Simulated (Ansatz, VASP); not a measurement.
**AlIn2As2P in VASP and in Ansatz**

```
CELL_PARAMETERS angstrom
5.26463 0.00000 0.00000
-2.63232 4.55931 0.00000
0.00000 0.00000 9.47003
ATOMIC_POSITIONS crystal
Al 0.00000 0.00000 0.50000
In 0.33333 0.66667 0.50000
In 0.66667 0.33333 0.50000
P 0.00000 0.00000 0.00000
As 0.00000 0.00000 0.23142
As 0.00000 0.00000 0.76858
```

Alike in both runs: functional PBE; k mesh 6 × 6 × 2; occupations gaussian, width 0.1 eV; no spin polarisation.

Ansatz relaxed the structure, and its values are those at the end. VASP's run is a single point on that final structure, the one shown.

|  | VASP | Ansatz |
| --- | --- | --- |
| version | VASP 6.6.1 | Ansatz 0.2.0 |
| potentials or method | VASP PAW PBE potentials, release 64 (Al, In_d, P, As) | scalar-relativistic, plane waves, PAW |
| plane-wave cutoff (eV) | 520 | 420 |
| valence electrons in the cell | 44 | 64 |

|  | VASP | Ansatz | Ansatz less VASP |
| --- | --- | --- | --- |
| gap on the k mesh at the Fermi level (eV) | none | none | - |
| pressure (GPa) | 0.0 | 0.0 | -0.03 |
| rms of the force components (eV/Å) | 0.012 | 0.003 | -0.0089 |

A gap of «none» marks a metal or a gap that the smearing closes. The two sets of potentials don't hold the same shells in valence.
